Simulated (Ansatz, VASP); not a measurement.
## PbSe (Clausthalite): VASP beside Ansatz

Aim: how closely do two programs agree when they are given the same cell, functional and k mesh? The cell is taken from a series of runs on this material, whose earlier steps may have relaxed, scaled, displaced or heated it; both programs get it as it stands.

Method: plane waves, with VASP 6.6.1 beside it; zone-centre phonons at PBE, in Ansatz 0.2.0.

### Step 1. Set-up

It takes space group Fm-3m (No. 225, cubic). Conventional cell: a = 6.300 Å, b = 6.300 Å, c = 6.300 Å, α = 90.00°, β = 90.00°, γ = 90.00°. Nearest to Se lie 6 Pb at 3.15 Å. Nearest to Pb lie 6 Se at 3.15 Å. Farther neighbours and most contacts between anions are not listed.

### Step 2. Ansatz: zone-centre phonons, PBE

Ansatz runs on its PAW soft_1 files.

Second derivatives magnify differences that forces hide, and they need a tight electronic threshold.

File input.yaml:

```yaml
crystal:
  lattice:
    - [0.0, 3.1498101057, 3.1498101057]
    - [3.1498101057, 0.0, 3.1498101057]
    - [3.1498101057, 3.1498101057, 0.0]
  atoms:
    - { symbol: Se, position: [0.5, 0.5, 0.5] }
    - { symbol: Pb, position: [0.0, 0.0, 0.0] }
kpoints:
  mp_grid: { grid: [16, 16, 16] }
hamiltonian:
  xc: pbe
  pseudopotentials: { kind: paw, azcp: { folder: soft_1 } }
scf:
  occupations: { method: fixed }
output:
  eigenvalues: true
phonons:
  method: dfpt
  dielectric: true
  rigid_motions: translations
```

On the command line:

```console
$ ansatz run input.yaml --threads 4 --pin off --max-ram 10240MiB --backend cpu --events-out ev --progress --plain --runs-dir out
```

Numbers of over 12 decimals in the logs are rounded to 6 here.

The log of the run:

```text
Engine: ansatz 0.2.0, x86_64-unknown-linux-gnu
Pseudopotentials: kind: paw
Pseudopotential: Se, paw, valence charge 16, recommended cutoff 420 eV (normal), soft_1/Se.paw.azcp
Pseudopotential: Pb, paw, valence charge 14, recommended cutoff 420 eV (normal), soft_1/Pb.paw.azcp
Functional definition: PBE
  parameter kappa = 0.804
  parameter beta = 0.066725
  exchange = pbe_x(kappa = kappa, mu = beta*pi^2/3)
  correlation = pbe_c(beta = beta)
Crystal: 2 atoms, lattice volume = 62.500 Å³
Basis set: ecut = 420 eV, 1243 PW (Γ), exchange–correlation on 60×60×60 points (8 copies of the dense FFT grid, shifted against one another)
Bands: 19, of which v1, the nominal top of the filled ones, is band 15 counted from 1 (14 counted from 0)
Symmetry: 48 space group operations
k-points: 349 of 4096 (irreducible under 8 space group operations, time reversal used)
Non-local potential: Se, projectors of the file, l = 0: 2, l = 1: 2, l = 2: 3, l = 3: 1
Non-local potential: Pb, projectors of the file, l = 0: 2, l = 1: 2, l = 2: 2, l = 3: 1
PAW form: soft (Blöchl's): semilocal exchange-correlation on the pseudo side does not see the compensation charge
PAW one-centre angular grid: Se, 590 points (default); XC on 64 Gauss nodes
PAW one-centre angular grid: Pb, 590 points (default); XC on 64 Gauss nodes
Initial density: superposition of atomic densities (chi_scale 0.1, normalization cell, long waves kept (reshape's long-wave potential 0.00 eV rms))
Initial wavefunctions: pseudopotential atomic-orbital guess
Functional: x = pbe(κ = 0.804, μ = 0.219515), c = pbe(β = 0.066725)
SCF iter   1: F=—  HF=-17379.155288 eV  |F-HF|=—  |Δ(HF+E_count)|=         —  Δρ=2.16e-2  dr2=5.21e-1  ethr=3.10e-3  ⟨swp⟩=5.1  Hψ=27292  notcnv=0  defer=535
preconditioner: auto → none  [insulator: Δε(μ)=0.761 eV  Ē_g=14.952 eV  n_scr=14 (ndim 8)  ℏωp=21.0 eV  f_vac=0.003  ε∞_Penn≈3.0]
SCF iter   2: F=—  HF=-17379.052284 eV  |F-HF|=—  |Δ(HF+E_count)|=   1.03e-1  Δρ=1.00e-2  dr2=7.19e-2  ethr=1.74e-3  ⟨swp⟩=2.9  Hψ=11579  notcnv=0  defer=643
SCF iter   3: F=—  HF=-17379.036842 eV  |F-HF|=—  |Δ(HF+E_count)|=   1.54e-2  Δρ=4.60e-3  dr2=1.30e-2  ethr=2.40e-4  ⟨swp⟩=2.9  Hψ=13560  notcnv=0  defer=655
SCF iter   4: F=—  HF=-17379.038024 eV  |F-HF|=—  |Δ(HF+E_count)|=   1.18e-3  Δρ=1.53e-3  dr2=1.35e-3  ethr=4.34e-5  ⟨swp⟩=2.8  Hψ=12701  notcnv=0  defer=672
SCF iter   5: F=—  HF=-17379.038257 eV  |F-HF|=—  |Δ(HF+E_count)|=   2.32e-4  Δρ=2.49e-4  dr2=3.39e-5  ethr=4.48e-6  ⟨swp⟩=2.8  Hψ=12488  notcnv=0  defer=675
SCF iter   6: F=—  HF=-17379.038282 eV  |F-HF|=—  |Δ(HF+E_count)|=   2.55e-5  Δρ=4.17e-5  dr2=1.06e-6  ethr=1.13e-7  ⟨swp⟩=2.9  Hψ=11745  notcnv=0  defer=343
SCF iter   7: F=—  HF=-17379.038283 eV  |F-HF|=—  |Δ(HF+E_count)|=   1.22e-6  Δρ=6.48e-6  dr2=3.00e-8  ethr=3.55e-9  ⟨swp⟩=2.0  Hψ=11851  notcnv=0
SCF iter   8: F=—  HF=-17379.038283 eV  |F-HF|=—  |Δ(HF+E_count)|=   1.98e-8  Δρ=1.16e-6  dr2=5.83e-10  ethr=1.00e-10  ⟨swp⟩=2.1  Hψ=9925  notcnv=0
SCF iter   9: F=-17379.038283 eV  HF=-17379.038283 eV  |F-HF|=3.64e-12  |Δ(HF+E_count)|=   1.73e-9  Δρ=1.41e-7  dr2=8.32e-12  ethr=1.00e-12  ⟨swp⟩=8.9  Hψ=42451  notcnv=0
SCF 1 converged in 9 iterations: F = -17379.038283 eV  dr2 = 8.32e-12
  greatest PAW one-centre occupation: 1.000 electrons in one spin orbital (limit 2), on the Se atom at site 0 (counted from 0), in its partial waves of l = 2
DFPT response loops at Γ: preconditioner auto → none (the input reference at scf.mixing.eps_inf says where Resta's filter doesn't serve); β = 0.50; Broyden in place of MSR1
── the response to a field inside a basis, on 16×16×16 k-points: an SCF that follows is theirs, and a resumed run solves both again ──
Bands: 16, of which v1, the nominal top of the filled ones, is band 15 counted from 1 (14 counted from 0)
k-points: 408 of 4096 (irreducible under 12 space group operations)
Initial density: handed on by an earlier stage of this run
Initial wavefunctions: pseudopotential atomic-orbital guess (no wavefunctions were taken with the density)
Eigensolver: Dense (408 Hₖ)
SCF iter   1: F=—  HF=-17379.033862 eV  |F-HF|=—  |Δ(HF+E_count)|=         —  Δρ=9.00e-5  dr2=1.20e-6  ethr=1.00e-1
preconditioner: auto → none  [insulator: Δε(μ)=0.645 eV  Ē_g=13.165 eV  n_scr=14 (ndim 8)  ℏωp=21.0 eV  f_vac=0.035  ε∞_Penn≈3.5]
SCF iter   2: F=—  HF=-17379.033863 eV  |F-HF|=—  |Δ(HF+E_count)|=   8.30e-7  Δρ=4.41e-5  dr2=3.09e-7  ethr=4.00e-9
SCF iter   3: F=-17379.033863 eV  HF=-17379.033863 eV  |F-HF|=4.98e-9  |Δ(HF+E_count)|=   4.62e-7  Δρ=1.04e-5  dr2=4.33e-8  ethr=1.03e-9
SCF 1 converged in 3 iterations: F = -17379.033863 eV  dr2 = 4.33e-8
DFPT response loops at Γ: mixed as the last ones told, above
SCF converged after 9 iterations
Free energy (F): -17379.038283 eV
Harris-Foulkes:  -17379.038283 eV  (|F-HF|=3.64e-12)
Internal energy: -17379.038283 eV  (E = F + TS)
E sigma→0 (E₀):  -17379.038283 eV
Fermi energy:    7.563580 eV
--- Per-component energies (eV) ---
  E_band       = -459.042023
  E_kinetic    = 400.616507
  E_local      = -3855.911797  (includes V_loc(G=0)·N_el)
  E_nonlocal   = -49.203670
  E_hartree    = 1863.808679
  E_xc         = -291.017658
  E_vxc        = -228.179201  (∫ρ·V_xc dr)
  E_paw        = -12520.873629  (= ΣΔE_a)
  E_vpaw       = -453.980809  (= ΣTr[D̂ρ^β])
  E_aug_tail   = -0.000356  (compensation charges beyond the density's cutoff)
  E_ewald      = -2926.456361
  E_smearing   = -0.000000  (= −TS)
  E_closure    = -0.000000  (closes the sum)
  Σ components = -17379.038283   (vs F -17379.038283, Δ=0.00e0)
--- Band table (eV; the first three rows and the last of 349) ---
  k-point 0: bands = [... 11 lower, 1.1832, 6.1155, 6.1155, 6.1155, 12.1366, 12.1366, 12.1366, 14.3181]
  k-point 1: bands = [... 11 lower, 1.1073, 6.1243, 6.1243, 6.1665, 11.8345, 11.9715, 11.9715, 14.2441]
  k-point 2: bands = [... 11 lower, 0.8956, 6.1510, 6.1510, 6.3058, 11.1856, 11.5676, 11.5676, 14.1238]
  k-point 348: bands = [... 11 lower, -0.1147, 4.0092, 4.0092, 6.9891, 9.5702, 12.4864, 12.4864, 15.2114]
--- Phonons (Γ-DFPT): 2 representative perturbations + reference, on 349 of 4096 k-points (Σ response iterations 6) ---
  k mesh reduced under 8 symmetry operations, with k and −k counted as one. Each operation leaves every solved perturbation unchanged. A smaller set is not considered because the run solves the response to a homogeneous field
  ASR residual: 1.621e-4 → 0.000e0 eV/Å²; symmetrization residual: 7.378e-6 eV/Å²
  ASR residual per site (eV/Å²): 8.53e-5 1.62e-4
  Γ frequencies (cm⁻¹): -26.85 -26.85 -26.85 0.00 0.00 0.00
  ε∞ (high-frequency dielectric tensor):
       18.918843     0.000000    -0.000000
        0.000000    18.918843     0.000000
       -0.000000     0.000000    18.918843
  softest optical mode at Γ: -26.85 cm⁻¹; the repairs (sum rule, projections) moved no ω² at Γ by more than (0.67 cm⁻¹)²
  Born effective charges Z* (e; rows j = field, columns β = displacement):
    site 0:
        -4.80113   -0.00000   -0.00000
         0.00000   -4.80113    0.00000
         0.00000    0.00000   -4.80113
    site 1:
         4.80113    0.00000    0.00000
        -0.00000    4.80113   -0.00000
        -0.00000   -0.00000    4.80113
  Z* charge neutrality: 2.949e-4 e pre-enforcement
  solved inside a basis spanned on kpoints, on 16×16×16 k-points, its susceptibility summed on 20×20×20: ε∞ is read to err by 6.5e-2, Z* by 1.9e-2 e (field_mesh: kpoints solves on kpoints); Z* is corrected for what the basis lacks
  optical modes at Γ without the LO–TO term, one row a degenerate level:
      ω (cm⁻¹)  modes    IR ((D/Å)²/amu)
        -26.85      3            27.9022
  optical modes at Γ + LO–TO along q̂ = [1.0000, 0.0000, 0.0000]:
      ω (cm⁻¹)  modes    IR ((D/Å)²/amu)
        -26.85      2            18.6015
        126.71      1             9.3007
  optical modes at Γ + LO–TO along q̂ = [0.0000, 1.0000, 0.0000]:
      ω (cm⁻¹)  modes    IR ((D/Å)²/amu)
        -26.85      2            18.6015
        126.71      1             9.3007
  optical modes at Γ + LO–TO along q̂ = [0.0000, 0.0000, 1.0000]:
      ω (cm⁻¹)  modes    IR ((D/Å)²/amu)
        -26.85      2            18.6015
        126.71      1             9.3007
```

(Continued in part 2 of 3.)

[Lines on the potential files, build, host, timing and source positions are cut from VASP's logs without a mark.]

[Logs are printed without paths, hosts, clocks, repeated set-up lines and the standing remarks that a program may print on its own settings, such as how far it seeks lower states.]

[Hosts, paths, dates, database ids (printed as entryN), source tags and the programs' standing remarks are cut or masked in the printed files.]
